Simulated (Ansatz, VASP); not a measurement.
# MnSbSe2I in two plane-wave programs, part 2 of 2

Aim: how closely do two programs agree when they are given the same cell, functional and k mesh?

VASP 6.6.1 and Ansatz 0.2.0.

So far: Set-up; VASP: single point, PBEsol.

**3. Ansatz: single point, PBEsol**

Level of this step: Ansatz beside VASP: Kohn-Sham DFT, plane waves, PBEsol (Ansatz).

Ansatz runs on its default PAW (the set named soft_2) files.

The same cell, functional, mesh and smearing now go to Ansatz, which takes its cutoff from its data sets.

Input file input.yaml:

```yaml
crystal:
  lattice:
    - [6.6595, -2.01795, 0.0]
    - [6.6595, 2.01795, 0.0]
    - [-0.2239658708, 0.0, 10.1025177203]
  atoms:
    - { symbol: I, position: [0.63664, 0.63664, 0.9229] }
    - { symbol: I, position: [0.36336, 0.36336, 0.0771] }
    - { symbol: Sb, position: [0.70615, 0.70615, 0.31524] }
    - { symbol: Sb, position: [0.29385, 0.29385, 0.68476] }
    - { symbol: Se, position: [0.6389, 0.6389, 0.55477] }
    - { symbol: Se, position: [0.3611, 0.3611, 0.44523] }
    - { symbol: Se, position: [0.92558, 0.92558, 0.74199] }
    - { symbol: Se, position: [0.07442, 0.07442, 0.25801] }
    - { symbol: Mn, position: [0.0, 0.0, 0.0] }
    - { symbol: Mn, position: [0.0, 0.0, 0.5] }
hamiltonian:
  xc: pbesol
  pseudopotentials: { kind: paw }
kpoints:
  mp_grid: { grid: [5, 5, 2] }
scf:
  occupations: { method: gaussian, width: 0.05 }
  n_extra_bands: 6
output:
  forces: true
  stress: true
  eigenvalues: true
```

Command:

```sh
$ ansatz run input.yaml --threads 4 --pin off --max-ram 9216MiB --backend cpu --events-out ev --progress --plain --runs-dir out
```

Numbers of over 12 decimals in the logs are rounded to 6 here.

The program printed:

```text
scf.n_extra_bands = 6 over 79 filled bands (N_el = 158.0): the run solves 85 bands
Engine: ansatz 0.2.0, aarch64-unknown-linux-gnu
Pseudopotentials: kind: paw
Pseudopotential: I, paw, valence charge 17, recommended cutoff 420 eV (normal), I.paw.azcp
Pseudopotential: Sb, paw, valence charge 15, recommended cutoff 420 eV (normal), Sb.paw.azcp
Pseudopotential: Se, paw, valence charge 16, recommended cutoff 420 eV (normal), Se.paw.azcp
Pseudopotential: Mn, paw, valence charge 15, recommended cutoff 420 eV (normal), Mn.paw.azcp
Functional definition: PBEsol
  exchange = pbesol_x
  correlation = pbesol_c
Crystal: 10 atoms, lattice volume = 271.526 Å³
Basis set: ecut = 420 eV, 5313 PW (Γ), exchange–correlation on 96×96×144 points (8 copies of the dense FFT grid, shifted against one another)
Bands: 85, of which v1, the nominal top of the filled ones, is band 79 counted from 1 (78 counted from 0)
Symmetry: 4 space group operations
Space group: C2/m (ITA 12), of the structure as read, at distance tolerance 6.5e-5 Å
k-points: 18 of 50
Non-local potential: I, projectors of the file, l = 0: 2, l = 1: 2, l = 2: 2, l = 3: 2
Non-local potential: Sb, projectors of the file, l = 0: 2, l = 1: 2, l = 2: 2, l = 3: 2
Non-local potential: Se, projectors of the file, l = 0: 2, l = 1: 2, l = 2: 3, l = 3: 1
Non-local potential: Mn, projectors of the file, l = 0: 3, l = 1: 2, l = 2: 3, l = 3: 1
PAW form: soft (Blöchl's): semilocal exchange-correlation on the pseudo side does not see the compensation charge
PAW frozen core: I, regenerated for the run's functional, and the local potential with it (the file was generated under x = pbe(κ = 0.804, μ = 0.219515), c = pbe(β = 0.066725))
PAW frozen core: Sb, regenerated for the run's functional, and the local potential with it (the file was generated under x = pbe(κ = 0.804, μ = 0.219515), c = pbe(β = 0.066725))
PAW frozen core: Se, regenerated for the run's functional, and the local potential with it (the file was generated under x = pbe(κ = 0.804, μ = 0.219515), c = pbe(β = 0.066725))
PAW frozen core: Mn, regenerated for the run's functional, and the local potential with it (the file was generated under x = pbe(κ = 0.804, μ = 0.219515), c = pbe(β = 0.066725))
PAW one-centre angular grid: I, 590 points (default); XC on 64 Gauss nodes
PAW one-centre angular grid: Sb, 590 points (default); XC on 64 Gauss nodes
PAW one-centre angular grid: Se, 590 points (default); XC on 64 Gauss nodes
PAW one-centre angular grid: Mn, 590 points (default); XC on 64 Gauss nodes
Initial density: superposition of atomic densities (neutral atoms: chi_scale 0, normalization atom), corrected by the library's trained network
Initial wavefunctions: pseudopotential atomic-orbital guess
Functional: x = pbesol(κ = 0.804, μ = 0.123457), c = pbesol(β = 0.046)
SCF iter   1: F=—  HF=-57113.429032 eV  |F-HF|=—  |Δ(HF+E_count)|=         —  Δρ=9.36e-3  dr2=1.42e-1  ethr=1.77e-3  ⟨swp⟩=6.0  Hψ=5759  notcnv=0
preconditioner: auto → LDOS  [metal: Δε(μ)=0.006 eV  Ē_g=5.809 eV  σ=0.050 eV  W_gap=0.07  n_scr=80 (ndim 8)  ℏωp=17.7 eV  f_vac=0.034  D(μ)=34.08/eV (n_scr^D=490)  β→1.0]
SCF iter   2: F=—  HF=-57113.491697 eV  |F-HF|=—  |Δ(HF+E_count)|=   6.27e-2  Δρ=2.55e-2  dr2=1.12e0  ethr=8.96e-5  ⟨swp⟩=2.1  Hψ=3427  notcnv=0  defer=12
SCF iter   3: F=—  HF=-57113.423080 eV  |F-HF|=—  |Δ(HF+E_count)|=   6.86e-2  Δρ=1.11e-2  dr2=1.30e-1  ethr=8.96e-5  ⟨swp⟩=2.1  Hψ=3038  notcnv=0  defer=12
SCF iter   4: F=—  HF=-57113.413789 eV  |F-HF|=—  |Δ(HF+E_count)|=   9.29e-3  Δρ=7.73e-3  dr2=8.07e-2  ethr=8.20e-5  ⟨swp⟩=2.0  Hψ=1706  notcnv=0  defer=12
SCF iter   5: F=—  HF=-57113.409390 eV  |F-HF|=—  |Δ(HF+E_count)|=   4.40e-3  Δρ=3.24e-3  dr2=3.84e-2  ethr=5.11e-5  ⟨swp⟩=1.3  Hψ=1637  notcnv=0  defer=11
SCF iter   6: F=—  HF=-57113.408969 eV  |F-HF|=—  |Δ(HF+E_count)|=   4.22e-4  Δρ=2.55e-3  dr2=1.94e-2  ethr=2.43e-5  ⟨swp⟩=1.0  Hψ=1541  notcnv=0  defer=11
SCF iter   7: F=—  HF=-57113.408284 eV  |F-HF|=—  |Δ(HF+E_count)|=   6.85e-4  Δρ=1.90e-3  dr2=5.35e-3  ethr=1.23e-5  ⟨swp⟩=1.9  Hψ=1574  notcnv=0  defer=11
SCF iter   8: F=—  HF=-57113.407935 eV  |F-HF|=—  |Δ(HF+E_count)|=   3.49e-4  Δρ=9.11e-4  dr2=2.43e-3  ethr=3.39e-6  ⟨swp⟩=1.3  Hψ=1574  notcnv=0  defer=11
SCF iter   9: F=—  HF=-57113.407950 eV  |F-HF|=—  |Δ(HF+E_count)|=   1.51e-5  Δρ=6.93e-4  dr2=6.47e-4  ethr=1.54e-6  ⟨swp⟩=1.9  Hψ=1566  notcnv=0  defer=11
SCF iter  10: F=—  HF=-57113.407922 eV  |F-HF|=—  |Δ(HF+E_count)|=   2.82e-5  Δρ=4.93e-4  dr2=2.50e-4  ethr=4.09e-7  ⟨swp⟩=2.0  Hψ=1611  notcnv=0  defer=11
SCF iter  11: F=—  HF=-57113.407917 eV  |F-HF|=—  |Δ(HF+E_count)|=   4.56e-6  Δρ=9.96e-5  dr2=2.45e-5  ethr=1.58e-7  ⟨swp⟩=1.2  Hψ=1545  notcnv=0  defer=11
SCF iter  12: F=—  HF=-57113.408015 eV  |F-HF|=—  |Δ(HF+E_count)|=   9.83e-5  Δρ=1.43e-4  dr2=3.04e-5  ethr=1.55e-8  ⟨swp⟩=2.0  Hψ=2327  notcnv=0  defer=11
SCF iter  13: F=—  HF=-57113.408015 eV  |F-HF|=—  |Δ(HF+E_count)|=   5.96e-7  Δρ=1.39e-4  dr2=2.24e-5  ethr=1.55e-8  ⟨swp⟩=2.0  Hψ=1590  notcnv=0  defer=11
SCF iter  14: F=—  HF=-57113.408014 eV  |F-HF|=—  |Δ(HF+E_count)|=   1.32e-6  Δρ=8.80e-5  dr2=1.62e-5  ethr=1.42e-8  ⟨swp⟩=1.9  Hψ=1564  notcnv=0  defer=11
SCF iter  15: F=—  HF=-57113.408013 eV  |F-HF|=—  |Δ(HF+E_count)|=   7.97e-7  Δρ=5.69e-5  dr2=1.39e-5  ethr=1.03e-8  ⟨swp⟩=1.2  Hψ=1522  notcnv=0  defer=11
SCF iter  16: F=—  HF=-57113.408012 eV  |F-HF|=—  |Δ(HF+E_count)|=   3.10e-7  Δρ=3.24e-5  dr2=2.23e-6  ethr=8.80e-9  ⟨swp⟩=1.1  Hψ=1520  notcnv=0  defer=11
SCF iter  17: F=—  HF=-57113.408012 eV  |F-HF|=—  |Δ(HF+E_count)|=   4.29e-8  Δρ=1.57e-5  dr2=4.18e-7  ethr=1.41e-9  ⟨swp⟩=1.9  Hψ=1697  notcnv=0  defer=11
SCF iter  18: F=-57113.408012 eV  HF=-57113.408012 eV  |F-HF|=5.67e-8  |Δ(HF+E_count)|=   2.67e-8  Δρ=7.96e-6  dr2=3.95e-8  ethr=6.33e-11  ⟨swp⟩=5.7  Hψ=6539  notcnv=0
SCF 1 converged in 18 iterations: F = -57113.408012 eV  dr2 = 3.95e-8
  greatest PAW one-centre occupation: 1.000 electrons in one spin orbital (limit 2), on the Mn atom at site 8 (counted from 0), in its partial waves of l = 1
SCF converged after 18 iterations
Free energy (F): -57113.408012 eV
Harris-Foulkes:  -57113.408012 eV  (|F-HF|=5.67e-8)
Internal energy: -57113.364467 eV  (E = F + TS)
E sigma→0 (E₀):  -57113.386240 eV
Entropy (-TS):   -0.043546 eV (-4.355 meV/atom)
Fermi energy:    8.742879 eV
--- Per-component energies (eV) ---
  E_band       = -3253.021708
  E_kinetic    = 1864.223047
  E_local      = -22270.173514  (includes V_loc(G=0)·N_el)
  E_nonlocal   = -1322.854332
  E_hartree    = 10576.370431
  E_xc         = -1157.891727
  E_vxc        = -1118.781262  (∫ρ·V_xc dr)
  E_paw        = -28490.769546  (= ΣΔE_a)
  E_vpaw       = -1558.172974  (= ΣTr[D̂ρ^β])
  E_aug_tail   = -0.002342  (compensation charges beyond the density's cutoff)
  E_ewald      = -16318.127585
  E_core_change = 5.861101  (= ΣΔE_core)
  E_smearing   = -0.043546  (= −TS)
  E_closure    = -0.000000  (closes the sum)
  Σ components = -57113.408012   (vs F -57113.408012, Δ=0.00e0)
--- Forces (eV/Å), atoms counted from 1 ---
  atom   1  I     -1.27901870     0.00000000     0.69024265
  atom   2  I      1.27901870    -0.00000000    -0.69024265
  atom   3  Sb     0.31098719    -0.00000000    -0.32489351
  atom   4  Sb    -0.31098719     0.00000000     0.32489351
  atom   5  Se    -1.37635434     0.00000000    -0.27589423
  atom   6  Se     1.37635434    -0.00000000     0.27589423
  atom   7  Se     0.89462190    -0.00000000    -0.07597539
  atom   8  Se    -0.89462190     0.00000000     0.07597539
  atom   9  Mn     0.00000000     0.00000000     0.00000000
  atom  10  Mn     0.00000000     0.00000000     0.00000000
  max |Σ_I F_I| component: 2.22e-16 eV/Å
--- Stress (GPa, compression-positive) ---
       -6.957029       0.000000      -0.035086
        0.000000      -7.792104      -0.000000
       -0.035079      -0.000000      -8.052556
  P = ⅓ Tr σ = -7.6006 GPa (-76.006 kbar)
--- Band table (eV; the first three rows and the last of 18) ---
  k-point 0: bands = [... 75 lower, 8.3985, 8.5159, 8.6336, 8.6424, 8.7394, 8.9288, 9.0876, 9.4079, ... 2 higher]
  k-point 1: bands = [... 75 lower, 8.4121, 8.5451, 8.6420, 8.6624, 8.7012, 9.0300, 9.1560, 9.1680, ... 2 higher]
  k-point 2: bands = [... 75 lower, 8.5726, 8.5986, 8.6798, 8.6880, 8.7798, 9.1098, 9.2998, 9.4404, ... 2 higher]
  k-point 17: bands = [... 75 lower, 8.5562, 8.6059, 8.6366, 8.6572, 8.6926, 9.0670, 9.1754, 9.2085, ... 2 higher]
```

Run time: 13 s. Hardware: 4 threads of Arm Neoverse V1, shared host; peak memory 1.1 GiB; 47 s of CPU time.

Reading the cycles: dr2 is the Hartree energy of the density residual (eV), the measure of convergence; HF is the Harris–Foulkes estimate of the energy, which meets the free energy F at convergence.

The run ends at a pressure of -7.60 GPa, with forces up to 1.5 eV/Å.

**4. Differences**

Known differences besides the PAW data sets themselves: the data sets hold 158 valence electrons in Ansatz (default PAW (the set named soft_2) files) and 74 in VASP; the cutoff is 420 eV in Ansatz and 350 eV in VASP (PREC = Normal); Ansatz makes its cores anew for this functional, VASP keeps those of its PBE data sets; VASP leaves aspherical gradient terms in its spheres out (LASPH is not set), Ansatz keeps them. Total energies have different zeros and are not compared.

Compared:

```tsv
quantity	Ansatz	VASP	difference
pressure (GPa)	-7.60	-7.60	0.00
```

Forces (eV/Å; atoms numbered as in POSCAR):

```tsv
atom	Ansatz x, y, z	VASP x, y, z
I1	-1.279, 0.000, 0.690	-1.275, 0.000, 0.686
I2	1.279, 0.000, -0.690	1.275, 0.000, -0.686
Sb3	0.311, 0.000, -0.325	0.362, 0.000, -0.352
Sb4	-0.311, 0.000, 0.325	-0.362, 0.000, 0.352
Se5	-1.376, 0.000, -0.276	-1.384, 0.000, -0.229
Se6	1.376, 0.000, 0.276	1.384, 0.000, 0.229
Se7	0.895, 0.000, -0.076	0.921, 0.000, -0.067
Se8	-0.895, 0.000, 0.076	-0.921, 0.000, 0.067
Mn9	0.000, 0.000, 0.000	0.000, 0.000, 0.000
Mn10	0.000, 0.000, 0.000	0.000, 0.000, 0.000
```

The forces differ by 21 meV/Å r.m.s., which is 3.5 % of the r.m.s. force of 0.59 eV/Å (both taken over all components). Ansatz's pressure holds a Pulay correction of 0.02 GPa; VASP's holds none.

**5. What moves the difference**

The difference is large enough to ask for its cause, so further runs change the set-up of one program at a time, as the table lists.

```tsv
run	r.m.s. force difference (% of the r.m.s. force)
as above	3.5
cores kept as stored, as VASP does, whose cores stay as stored	3.4
Ansatz's larger PAW set (cutoff 780 eV)	3.6
```

**6. Outcome**

| Item | Value |
| --- | --- |
| r.m.s. force difference (single point, PBEsol) | 3.5 % of the r.m.s. force |

**Reading.** The r.m.s. force difference is 3.5 % of the r.m.s. force (single point, PBEsol), beyond the 3 % picked in this series as the mark of a large difference. For single point, PBEsol: no further run halves the r.m.s. force difference; only Ansatz's side was varied. 1 further run on this material is not shown. Differences of this kind measure data sets and numerical settings, not the functional's error against experiment.

[Lines on the potential files, build, host, timing and source positions are cut from VASP's logs without a mark.]

[Logs are printed without paths, hosts, clocks, repeated set-up lines and the standing remarks that a program may print on its own settings, such as how far it seeks lower states.]

[Hosts, paths, dates, database ids (printed as entryN), source tags and the programs' standing remarks are cut or masked in the printed files.]
